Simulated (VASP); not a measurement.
Input:

```
CELL_PARAMETERS angstrom
      3.74312     0.00000     0.00000
      0.00000     3.74312     0.00000
      0.00000     0.00000     3.74318
ATOMIC_POSITIONS crystal
  Ba 0.00000 0.00000 0.99300
  Ti 0.50000 0.50000 0.49341
  O  0.50000 0.50000 0.99268
  O  0.00000 0.50000 0.49246
  O  0.50000 0.00000 0.49246
```

Computed with LDA (Ceperley-Alder, Perdew-Zunger), VASP's LDA PAW potentials (set 64) (plane waves; VASP). Settings: 620 eV cut-off, 6×6×6 Γ-centred mesh, Gaussian smearing of 0.050 eV, potentials Ba_sv Ti_sv O.

Unless said otherwise, spin-orbit coupling is left out, though it shifts the bands of the heavy elements here.

**Question.** Estimate the energy per atom (σ→0), pressure, band gap (on the k-mesh) with the smallest direct gap where there is one.

**Answer.** 
```json
{
 "band gap (on the k-mesh)": "1.86 eV",
 "smallest direct gap (on the k-mesh)": "1.86 eV",
 "energy per atom (σ→0)": "-8.606 eV/atom",
 "pressure": "44.95 GPa"
}
```

Total energies compare only between runs with the same potentials, cut-off and functional.

The compound is BaTiO3 in the tetragonal perovskite structure. It was relaxed first under an external pressure of 45 GPa.
